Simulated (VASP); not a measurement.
Method: vdW-DF-cx, VASP's PBE PAW potentials (set 64) (plane waves; VASP).

Input for VASP

**POSCAR**
```
KI
1
    0.0000000000     3.4992904878     3.4992904878
    3.4992904878     0.0000000000     3.4992904878
    3.4992904878     3.4992904878     0.0000000000
K I
1 1
Direct
  0.0000000000   0.0000000000   0.0000000000
  0.5000000000   0.5000000000   0.5000000000
```

### INCAR
```
# general
SYSTEM    =  KI
PREC      =  Accurate
ENCUT     =  520   # plane-wave cut-off (eV)
LREAL     =  .False.   # projection in real space or not
LASPH     =  .True.   # aspherical one-centre terms

# electronic loop
EDIFF     =  1E-7   # SCF stop (eV)
NELM      =  100   # most electronic steps
ALGO      =  Normal   # blocked Davidson
LMAXMIX   =  4   # l cut-off of mixed one-centre charges

# smearing
ISMEAR    =  0
SIGMA     =  0.05   # width (eV)

# functional
GGA       =  CX
LUSE_VDW  =  .True.
AGGAC     =  0.0

# ions
ISIF      =  2   # forces and stress, cell fixed

# output
LWAVE     =  .False.
LCHARG    =  .False.
```

**KPOINTS**
```
Regular mesh
0
G
 7 7 7
0 0 0
```

POTCAR, in this order: K_sv I (PBE.64 set). Program: vasp_std.

Output

### OSZICAR
```
       N       E                     dE             d eps       ncg     rms          rms(c)
DAV:   1     0.101512382545E+03    0.10151E+03   -0.66724E+03   480   0.114E+03
DAV:   2     0.481687557370E+01   -0.96696E+02   -0.91275E+02   564   0.253E+02
DAV:   3    -0.124306966533E+01   -0.60599E+01   -0.60288E+01   628   0.589E+01
DAV:   4    -0.151297780470E+01   -0.26991E+00   -0.26964E+00   880   0.112E+01
DAV:   5    -0.151406175134E+01   -0.10839E-02   -0.10839E-02   628   0.713E-01    0.320E+00
DAV:   6    -0.144185463919E+01    0.72207E-01   -0.11628E-01   580   0.237E+00    0.227E+00
DAV:   7    -0.144661314679E+01   -0.47585E-02   -0.13721E-01   596   0.230E+00    0.775E-01
DAV:   8    -0.145335825690E+01   -0.67451E-02   -0.16619E-02   596   0.106E+00    0.147E-01
DAV:   9    -0.145402362034E+01   -0.66536E-03   -0.11264E-03   620   0.221E-01    0.663E-02
DAV:  10    -0.145440686839E+01   -0.38325E-03   -0.41431E-04   552   0.156E-01    0.259E-02
DAV:  11    -0.145444142029E+01   -0.34552E-04   -0.58477E-05   600   0.494E-02    0.147E-02
DAV:  12    -0.145444856439E+01   -0.71441E-05   -0.11695E-05   564   0.261E-02    0.127E-02
DAV:  13    -0.145444920262E+01   -0.63823E-06   -0.90870E-07   620   0.829E-03    0.612E-03
DAV:  14    -0.145444937768E+01   -0.17506E-06   -0.11640E-06   552   0.634E-03    0.113E-03
DAV:  15    -0.145444943914E+01   -0.61450E-07   -0.28152E-08   452   0.117E-03
   1 F= -.14544494E+01 E0= -.14544494E+01  d E =-.296195E-17
```

File OUTCAR:
```
------------------------ aborting loop because EDIFF is reached ----------------------------------------
  FORCE on cell =-STRESS in cart. coord.  units (eV):
  Direction    XX          YY          ZZ          XY          YZ          ZX
  --------------------------------------------------------------------------------------
  Total        0.1832861      0.1832861      0.1832861      0.0000000      0.0000000      0.0000000
  in kB        3.4266538      3.4266538      3.4266538      0.0000000      0.0000000      0.0000000
  external PRESSURE =       3.4266538 kB  Pullay stress =       0.0000000 kB
  volume of cell :       85.70
      direct lattice vectors                 reciprocal lattice vectors
     0.000000000  3.499290488  3.499290488    -0.142886108  0.142886108  0.142886108
     3.499290488  0.000000000  3.499290488     0.142886108 -0.142886108  0.142886108
     3.499290488  3.499290488  0.000000000     0.142886108  0.142886108 -0.142886108
  FREE ENERGIE OF THE ION-ELECTRON SYSTEM (eV)
  ---------------------------------------------------
  free  energy   TOTEN  =        -1.4544494391 eV

  energy  without entropy=       -1.4544494391  energy(sigma->0) =       -1.45444944
```
(Selected blocks of OUTCAR.)

**OUTCAR**
```
 val. band max:       -0.3070394208   @ k =   0.0000   0.0000   0.0000

 cond. band min:       3.7707128657   @ k =   0.0000   0.0000   0.0000


 Fermi energy:        -0.0239605281

 k-point     1 :       0.0000    0.0000    0.0000
  band No.  band energies     occupation
      1     -28.6384      2.00000
      2     -12.1971      2.00000
      3     -12.1971      2.00000
      4     -12.1971      2.00000
      5     -10.8699      2.00000
      6      -0.3070      2.00000
      7      -0.3070      2.00000
      8      -0.3070      2.00000
      9       3.7707      0.00000
     10       6.2041      0.00000
     11       6.2041      0.00000
     12       6.2041      0.00000

 k-point     2 :       0.1429    0.0000    0.0000
  band No.  band energies     occupation
      1     -28.6379      2.00000
      2     -12.2361      2.00000
      3     -12.1976      2.00000
      4     -12.1976      2.00000
      5     -10.8050      2.00000
      6      -0.6457      2.00000
      7      -0.3808      2.00000
      8      -0.3808      2.00000
      9       4.2630      0.00000
     10       6.1305      0.00000
     11       6.4287      0.00000
     12       6.4287      0.00000

 k-point     3 :       0.2857    0.0000    0.0000
  band No.  band energies     occupation
      1     -28.6369      2.00000
      2     -12.3134      2.00000
      3     -12.1986      2.00000
      4     -12.1986      2.00000
      5     -10.6677      2.00000
      6      -1.2441      2.00000
      7      -0.5357      2.00000
      8      -0.5357      2.00000
      9       4.9899      0.00000
     10       6.5210      0.00000
     11       6.9988      0.00000
     12       6.9988      0.00000

 k-point     4 :       0.4286    0.0000    0.0000
  band No.  band energies     occupation
      1     -28.6360      2.00000
      2     -12.3679      2.00000
      3     -12.1994      2.00000
      4     -12.1994      2.00000
      5     -10.5635      2.00000
      6      -1.6349      2.00000
...
```

Unless said otherwise, spin-orbit coupling is left out, though it shifts the bands of the heavy elements here.

The compound is KI in the rock salt structure. This cell is one point of a volume scan, at 0.97 of the reference volume.
